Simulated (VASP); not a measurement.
```xyz
2
Lattice="0.0000 2.1419 2.1419 2.1419 0.0000 2.1419 2.1419 2.1419 0.0000" Properties=species:S:1:pos:R:3 pbc="T T T"
Mg     0.0000     0.0000     0.0000
O      2.1419     2.1419     2.1419
```

The numbers are results of PBE GGA with D3 dispersion (Becke-Johnson damping), VASP's PBE PAW potentials (set 64) (plane waves; VASP), not measurements. Numerical set-up: 520 eV cut-off, 11×11×11 Γ-centred mesh, Gaussian smearing of 0.050 eV, potentials Mg O.

Give the stress tensor in GPa (positive for a compressed cell).

```
-8.41   0.00   0.00
 0.00  -8.41   0.00
 0.00   0.00  -8.41
```
The pressure is its mean diagonal, -8.41 GPa.

The compound is MgO in the rock salt structure. This cell is one point of a volume scan, at 1.06 of the reference volume.
